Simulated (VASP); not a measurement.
All values below come from PBE GGA, VASP's PBE PAW potentials (set 64) (plane waves; VASP).

A VASP calculation is set up with these files.

**POSCAR**
```
Y2Si
1
    5.0129180000     0.0000000000     0.0000000000
    0.0000000000     5.0129180000     0.0000000000
    0.0000000000     0.0000000000     7.6489410000
Y Si
4 2
Direct
  0.0000000000   0.0000000000   0.0000000000
  0.5000000000   0.5000000000   0.0000000000
  0.5000000000   0.0000000000   0.2700000000
  0.0000000000   0.5000000000   0.7300000000
  0.5000000000   0.0000000000   0.7000000000
  0.0000000000   0.5000000000   0.3000000000
```

### KPOINTS
```
Automatic mesh
0
Gamma
3 3 2
0 0 0
```

INCAR:
```
! general
SYSTEM =Y2Si
PREC   =Accurate
ENCUT  =300   ! plane-wave cut-off (eV)
LREAL  =F   ! projection in real space or not
LASPH  =T

! electronic loop
EDIFF  =1E-6   ! SCF stop (eV)
NELM   =100   ! most electronic steps
ALGO   =Normal   ! blocked Davidson
LMAXMIX=4   ! l cut-off of mixed one-centre charges

! smearing
ISMEAR =-1   ! Fermi-Dirac
SIGMA  =0.1   ! width (eV)

! functional
GGA    =PE

! ions
ISIF   =2

! output
LWAVE  =F
LCHARG =F
```

POTCAR, in this order: Y_sv Si (PBE.64 set). Program: vasp_std.

At this cut-off the stress carries a Pulay error, which pulls relaxed volumes low.

Predict the energy per atom (σ→0), pressure, largest force, band gap (on the k-mesh).

```json
{
  "energy per atom (σ→0)": "-5838 meV/atom",
  "band gap (on the k-mesh)": "none (metal, semimetal or under 0.01 eV)",
  "pressure": "-5.43 GPa",
  "largest_force": "3.419 eV/Å"
}
```

### OSZICAR
```
...
DAV:  10    -0.351519835837E+02    0.53226E-02   -0.64840E-02   475   0.116E+00    0.637E-01
DAV:  11    -0.351512744088E+02    0.70917E-03   -0.97115E-03   457   0.527E-01    0.299E-01
DAV:  12    -0.351511092268E+02    0.16518E-03   -0.13258E-03   552   0.171E-01    0.127E-01
DAV:  13    -0.351510975738E+02    0.11653E-04   -0.36699E-04   529   0.958E-02    0.244E-02
DAV:  14    -0.351511017106E+02   -0.41368E-05   -0.26827E-05   576   0.217E-02    0.228E-02
DAV:  15    -0.351511005933E+02    0.11173E-05   -0.58921E-06   441   0.129E-02    0.658E-03
DAV:  16    -0.351511004528E+02    0.14055E-06   -0.41411E-06   369   0.909E-03
   1 F= -.35151100E+02 E0= -.35025592E+02  d E =-.251018E+00
```

The structure was generated: Y2Si was put into an ordered model structure, which need not be its known phase. The cell was not relaxed at this level. The k-mesh is coarse (spacing up to 0.42 per Å, 2π included), so the numbers may not be converged in it.
